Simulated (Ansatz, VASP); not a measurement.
## ZrB in two plane-wave programs

Wanted: the spread between two codes on one cell, functional and k mesh. The cell is taken from a series of runs on this material, whose earlier steps may have relaxed, scaled, displaced or heated it; both programs get it as it stands.

Method: plane waves, with VASP 6.6.1 beside it; zone-centre phonons at PBEsol, in Ansatz 0.2.0.

## 1. Starting point

The structure is cubic, space group Fm-3m (No. 225). Conventional cell: a = 4.911 Å, b = 4.911 Å, c = 4.911 Å, α = 90.00°, β = 90.00°, γ = 90.00°. Zr has 6 B at 2.46 Å nearest. B has 6 Zr at 2.46 Å nearest. Farther neighbours are not listed.

Coordinates:

```cif
data_structure
_symmetry_space_group_name_H-M 'Fm-3m'
_symmetry_Int_Tables_number 225
_cell_length_a 4.9108
_cell_length_b 4.9108
_cell_length_c 4.9108
_cell_angle_alpha 90.000
_cell_angle_beta 90.000
_cell_angle_gamma 90.000
_cell_volume 118.43
loop_
_atom_site_label
_atom_site_type_symbol
_atom_site_symmetry_multiplicity
_atom_site_Wyckoff_symbol
_atom_site_fract_x
_atom_site_fract_y
_atom_site_fract_z
_atom_site_occupancy
Zr1 Zr 4 a 0.00000 0.00000 0.00000 1
B1 B 4 b 0.50000 0.00000 0.00000 1
```

## 2. VASP: zone-centre phonons, PBEsol

Second derivatives magnify differences that forces hide, and they need a tight electronic threshold.

Lines of VASP's logs that name or quote its potential files are left out, and so is its time.

Contents of INCAR:

```
SYSTEM = ZrB
PREC = Accurate
ENCUT = 500
EDIFF = 1E-08
NELM = 120
ISMEAR = 1
SIGMA = 0.2
LREAL = .FALSE.
ALGO = Normal
GGA = PS
NBANDS = 13
LASPH = .TRUE.
LORBIT = 11
LWAVE = .FALSE.
LCHARG = .FALSE.
ISIF = 2
IBRION = 8
GGA_COMPAT = .FALSE.
```

Contents of POSCAR:

```
ZrB
1.0
    0.0000000000      2.4553789095      2.4553789095
    2.4553789095      0.0000000000      2.4553789095
    2.4553789095      2.4553789095      0.0000000000
Zr B
1 1
Direct
    0.0000000000      0.0000000000      0.0000000000
    0.5000000000      0.5000000000      0.5000000000
```

Contents of KPOINTS:

```
Automatic mesh
0
Gamma
16 16 16
0 0 0
```

PAW data sets: Zr_sv and B (PBE family, release 64).

Started as:

```console
export OMP_NUM_THREADS=3
mpirun -np 1 vasp_std
```

Numbers of over 12 decimals in the logs are rounded to 6 here.

The program printed:

```text
[banner, memory and clock lines left out]
running    1 mpi-ranks, on    1 nodes
 distrk:  each k-point on    1 cores,    1 groups
 distr:  one band on    1 cores,    1 groups
 Offloading initialized ...    1 GPUs detected
 POSCAR found type information on POSCAR ZrB
 POSCAR found :  2 types and       2 ions
|                                                                             |
|               ----> ADVICE to this user running VASP <----                  |
|                                                                             |
|     You enforced a specific xc type in the INCAR file but a different       |
|     [... a line on the potential file left out ...]
|     I HOPE YOU KNOW WHAT YOU ARE DOING!                                     |
|                                                                             |

 LDA part: xc-table for (Slater+PW92), standard interpolation
 POSCAR, INCAR and KPOINTS ok, starting setup
 FFT: planning ... GRIDC
 FFT: planning ... GRID_SOFT
 FFT: planning ... GRID
 WAVECAR not read
 entering main loop
       N       E                     dE             d eps       ncg     rms          rms(c)
DAV:   1     0.925359516172E+02    0.92536E+02   -0.76101E+03  3770   0.106E+03
DAV:   2    -0.145376569037E+02   -0.10707E+03   -0.10203E+03  4550   0.288E+02
DAV:   3    -0.186126239284E+02   -0.40750E+01   -0.39904E+01  5821   0.477E+01
DAV:   4    -0.187123880463E+02   -0.99764E-01   -0.99723E-01  4474   0.697E+00
DAV:   5    -0.187142986759E+02   -0.19106E-02   -0.19106E-02  5607   0.769E-01    0.172E+01
DAV:   6    -0.169321516484E+02    0.17821E+01   -0.38450E+00  4265   0.150E+01    0.613E+00
DAV:   7    -0.169133788814E+02    0.18773E-01   -0.26574E-01  5673   0.363E+00    0.269E+00
DAV:   8    -0.169089393853E+02    0.44395E-02   -0.24008E-02  4590   0.137E+00    0.239E-01
DAV:   9    -0.169089350974E+02    0.42879E-05   -0.18865E-03  5588   0.289E-01    0.116E-01
DAV:  10    -0.169090081086E+02   -0.73011E-04   -0.22084E-04  4435   0.175E-01    0.708E-03
DAV:  11    -0.169090086409E+02   -0.53231E-06   -0.79560E-06  4747   0.280E-02    0.447E-03
DAV:  12    -0.169090076922E+02    0.94873E-06   -0.76448E-07  4232   0.984E-03    0.988E-04
DAV:  13    -0.169090076663E+02    0.25841E-07   -0.39543E-08  4876   0.191E-03    0.578E-04
DAV:  14    -0.169090076655E+02    0.79649E-09   -0.86246E-10  2160   0.310E-04
   1 F= -.16909008E+02 E0= -.16909325E+02  d E =0.950542E-03
 Linear response reoptimize wavefunctions to high precision
DAV:   1    -0.169090076647E+02    0.85390E-09   -0.29931E-10  2575   0.164E-04
DAV:   2    -0.169090076647E+02   -0.67075E-11   -0.66656E-11  2005   0.686E-05
 Linear response DOF=            2
 Linear response progress:
  Degree of freedom:   1/  2
       N       E                     dE             d eps       ncg     rms          rms(c)
RMM:   1    -0.707383768740E+00   -0.70738E+00    0.30409E+00 10085   0.159E+01
RMM:   2    -0.653685510801E+00    0.53698E-01   -0.19822E-01 14694   0.308E+00    0.198E-01
RMM:   3    -0.655064279465E+00   -0.13788E-02   -0.32340E-02 17289   0.100E+00    0.736E-02
RMM:   4    -0.656702874822E+00   -0.16386E-02   -0.46804E-03 21066   0.364E-01    0.334E-02
RMM:   5    -0.657280278871E+00   -0.57740E-03   -0.10398E-03 20872   0.152E-01    0.197E-02
RMM:   6    -0.657307302937E+00   -0.27024E-04   -0.21528E-04 21510   0.686E-02    0.656E-03
RMM:   7    -0.657282560526E+00    0.24742E-04   -0.67344E-05 22249   0.336E-02    0.255E-03
RMM:   8    -0.657265333345E+00    0.17227E-04   -0.36631E-05 21931   0.183E-02    0.370E-04
RMM:   9    -0.657271369784E+00   -0.60364E-05   -0.24351E-05 22447   0.108E-02    0.376E-04
RMM:  10    -0.657276299457E+00   -0.49297E-05   -0.16507E-05 22162   0.731E-03    0.287E-04
RMM:  11    -0.657278455684E+00   -0.21562E-05   -0.12451E-05 23218   0.549E-03    0.275E-04
RMM:  12    -0.657281993506E+00   -0.35378E-05   -0.96619E-06 21995   0.436E-03    0.246E-04
RMM:  13    -0.657284776086E+00   -0.27826E-05   -0.78269E-06 21843   0.371E-03    0.512E-05
RMM:  14    -0.657282985361E+00    0.17907E-05   -0.67800E-06 20513   0.310E-03    0.650E-05
RMM:  15    -0.657283545447E+00   -0.56009E-06   -0.59920E-06 22677   0.265E-03    0.856E-05
RMM:  16    -0.657282666596E+00    0.87885E-06   -0.52423E-06 21767   0.235E-03    0.144E-04
RMM:  17    -0.657283727344E+00   -0.10607E-05   -0.46657E-06 20562   0.209E-03    0.155E-04
RMM:  18    -0.657283904915E+00   -0.17757E-06   -0.42308E-06 23251   0.186E-03    0.178E-04
RMM:  19    -0.657284367966E+00   -0.46305E-06   -0.38388E-06 21824   0.168E-03    0.194E-04
RMM:  20    -0.657284194532E+00    0.17343E-06   -0.35087E-06 20842   0.153E-03    0.223E-04
RMM:  21    -0.657284645168E+00   -0.45064E-06   -0.32169E-06 19922   0.140E-03    0.233E-04
RMM:  22    -0.657284683246E+00   -0.38078E-07   -0.30052E-06 22170   0.128E-03    0.251E-04
RMM:  23    -0.657285021112E+00   -0.33787E-06   -0.28241E-06 20155   0.119E-03    0.258E-04
 first order change of Fermi-energy   0.71185E-03
 force on displaced ion       1 direction 1 :  -6.457   0.000   0.000
 Linear response progress:
  Degree of freedom:   2/  2
       N       E                     dE             d eps       ncg     rms          rms(c)
RMM:   1    -0.404126091896E-01   -0.40413E-01   -0.10452E-02 20921   0.986E-01
RMM:   2    -0.392641603678E-01    0.11484E-02   -0.13050E-03 17590   0.186E-01    0.103E-01
RMM:   3    -0.394636233632E-01   -0.19946E-03   -0.59345E-04 16678   0.109E-01    0.468E-02
RMM:   4    -0.399450425458E-01   -0.48142E-03   -0.26183E-04 16948   0.777E-02    0.939E-03
RMM:   5    -0.399809445353E-01   -0.35902E-04   -0.59157E-05 19666   0.292E-02    0.301E-03
RMM:   6    -0.399881344425E-01   -0.71899E-05   -0.87323E-06 20085   0.110E-02    0.857E-04
RMM:   7    -0.399855818971E-01    0.25525E-05   -0.15274E-06 20922   0.419E-03    0.216E-04
RMM:   8    -0.399867911562E-01   -0.12093E-05   -0.10946E-06 21130   0.184E-03    0.107E-04
RMM:   9    -0.399863321766E-01    0.45898E-06   -0.44383E-07 21022   0.816E-04    0.314E-05
RMM:  10    -0.399865717468E-01   -0.23957E-06   -0.47270E-07 21652   0.390E-04    0.116E-05
RMM:  11    -0.399865329027E-01    0.38844E-07   -0.12349E-07 22271   0.183E-04    0.441E-06
RMM:  12    -0.399865291018E-01    0.38009E-08   -0.12195E-07 21686   0.897E-05    0.141E-06
RMM:  13    -0.399865277941E-01    0.13077E-08   -0.30859E-08 21541   0.444E-05    0.197E-06
 first order change of Fermi-energy  -0.46781E-03
 force on displaced ion       2 direction 1 :  -6.392   0.000   0.000
 Linear response finished
```

Parts of OUTCAR (step 2):

```text
ion  position               nearest neighbor table
   1  0.000  0.000  0.000-   2 2.46   2 2.46   2 2.46   2 2.46   2 2.46   2 2.46
   2  0.500  0.500  0.500-   1 2.46   1 2.46   1 2.46   1 2.46   1 2.46   1 2.46

  LATTYP: Found a face centered cubic cell.
 ALAT       =     4.9107578190

 Subroutine GETGRP returns: Found 48 space group operations
 (whereof 48 operations were pure point group operations)

The static configuration has the point symmetry O_h .

 Found    145 irreducible k-points:

   k-points           NKPTS =    145   k-points in BZ     NKDIM =    145   number of bands    NBANDS=     13

   dimension x,y,z NGX =    28 NGY =   28 NGZ =   28
   dimension x,y,z NGXF=    56 NGYF=   56 NGZF=   56

   ENCUT  =  500.0 eV  36.75 Ry    6.06 a.u.   6.33  6.33  6.33*2*pi/ulx,y,z

   NELECT =      15.0000    total number of electrons

 k-points in reciprocal lattice and weights: Automatic mesh
   0.00000000  0.00000000  0.00000000       0.000
   0.06250000  0.00000000  0.00000000       0.002
   0.12500000  0.00000000  0.00000000       0.002
   0.18750000  0.00000000  0.00000000       0.002
   0.25000000  0.00000000  0.00000000       0.002
   0.31250000  0.00000000  0.00000000       0.002
   0.37500000  0.00000000  0.00000000       0.002
   0.43750000  0.00000000  0.00000000       0.002
   0.50000000  0.00000000  0.00000000       0.001
[...]
-0.31250000  0.50000000  0.18750000       0.003
  -0.25000000  0.50000000  0.25000000       0.001

 average (electrostatic) potential at core
       1 -74.7168       2 -23.9547

  Total       -0.8418654     -0.8418654     -0.8418654      0.0000000      0.0000000     -0.0000000
  in kB      -45.5583175    -45.5583175    -45.5583175      0.0000000      0.0000000     -0.0000000
  external PRESSURE =     -45.5583175 kB  Pullay stress =       0.0000000 kB

  energy-cutoff  :      500.00
  volume of cell :       29.61
      direct lattice vectors                 reciprocal lattice vectors
     0.000000000  2.455378909  2.455378909    -0.203634558  0.203634558  0.203634558
     2.455378909  0.000000000  2.455378909     0.203634558 -0.203634558  0.203634558
     2.455378909  2.455378909  0.000000000     0.203634558  0.203634558 -0.203634558

 POSITION                                       TOTAL-FORCE (eV/Angst)
 -----------------------------------------------------------------------------------
      0.00000      0.00000      0.00000         0.000000      0.000000      0.000000
      2.45538      2.45538      2.45538         0.000000     -0.000000     -0.000000
 -----------------------------------------------------------------------------------
    total drift:                               -0.000000      0.000000      0.000000

 Eigenvectors and eigenvalues of the dynamical matrix
 ----------------------------------------------------

   1 f  =   12.720492 THz    79.925207 2PiTHz  424.309935 cm-1    52.607703 meV
             X         Y         Z           dx          dy          dz
      0.000000  0.000000  0.000000     0.000000    0.326961    0.000000
      2.455379  2.455379  2.455379     0.000000   -0.945038    0.000000

   2 f  =   12.720492 THz    79.925207 2PiTHz  424.309935 cm-1    52.607703 meV
             X         Y         Z           dx          dy          dz
      0.000000  0.000000  0.000000    -0.326961    0.000000    0.000000
      2.455379  2.455379  2.455379     0.945038    0.000000    0.000000

   3 f  =   12.720492 THz    79.925207 2PiTHz  424.309935 cm-1    52.607703 meV
             X         Y         Z           dx          dy          dz
      0.000000  0.000000  0.000000     0.000000    0.000000   -0.326961
      2.455379  2.455379  2.455379     0.000000    0.000000    0.945038

   4 f/i=    0.019586 THz     0.123060 2PiTHz    0.653307 cm-1     0.081000 meV
             X         Y         Z           dx          dy          dz
      0.000000  0.000000  0.000000    -0.000000   -0.945038   -0.000000
      2.455379  2.455379  2.455379    -0.000000   -0.326961   -0.000000

   5 f/i=    0.019586 THz     0.123060 2PiTHz    0.653307 cm-1     0.081000 meV
             X         Y         Z           dx          dy          dz
      0.000000  0.000000  0.000000     0.945038    0.000000    0.000000
      2.455379  2.455379  2.455379     0.326961    0.000000    0.000000

   6 f/i=    0.019586 THz     0.123060 2PiTHz    0.653307 cm-1     0.081000 meV
             X         Y         Z           dx          dy          dz
      0.000000  0.000000  0.000000     0.000000    0.000000    0.945038
      2.455379  2.455379  2.455379     0.000000    0.000000    0.326961

 ELASTIC MODULI CONTR FROM IONIC RELAXATION (kBar)
 Direction    XX          YY          ZZ          XY          YZ          ZX
 --------------------------------------------------------------------------------
 XX           0.0000      0.0000      0.0000      0.0000      0.0000      0.0000
 YY           0.0000      0.0000      0.0000      0.0000      0.0000      0.0000
 ZZ           0.0000      0.0000      0.0000      0.0000      0.0000      0.0000
 XY           0.0000      0.0000      0.0000      0.0000      0.0000      0.0000
 YZ           0.0000      0.0000      0.0000      0.0000      0.0000      0.0000
 ZX           0.0000      0.0000      0.0000      0.0000      0.0000      0.0000
 --------------------------------------------------------------------------------
```

This run has no spin polarisation. Its electron count is odd, so without a moment it is a metal by construction.

[end of part 1 of 2]

[Lines on the potential files, build, host, timing and source positions are cut from VASP's logs without a mark.]

[Logs are printed without paths, hosts, clocks, repeated set-up lines and the standing remarks that a program may print on its own settings, such as how far it seeks lower states.]

[Hosts, paths, dates, database ids (printed as entryN), source tags and the programs' standing remarks are cut or masked in the printed files.]
